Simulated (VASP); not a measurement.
Given:

```yaml
crystal:
  lattice:
    - [0.00000, 2.41252, 2.41252]
    - [2.41252, 0.00000, 2.41252]
    - [2.41252, 2.41252, 0.00000]
  atoms:
    - { symbol: B, position: [0.00000, 0.00000, 0.00000] }
    - { symbol: As, position: [0.25000, 0.25000, 0.25000] }
```

Computed with optB88-vdW, VASP's PBE PAW potentials (set 64) (plane waves; VASP). Numerical set-up: 520 eV cut-off, 9×9×9 Γ-centred mesh, Gaussian smearing of 0.050 eV, potentials B As.

Predict the energy per atom (σ→0).

```
Quantity                        Value
---------------------  --------------
energy per atom (σ→0)  -4.544 eV/atom
```

Total energies compare only between runs with the same potentials, cut-off and functional.

The compound is BAs in the zinc blende structure. It was relaxed first.
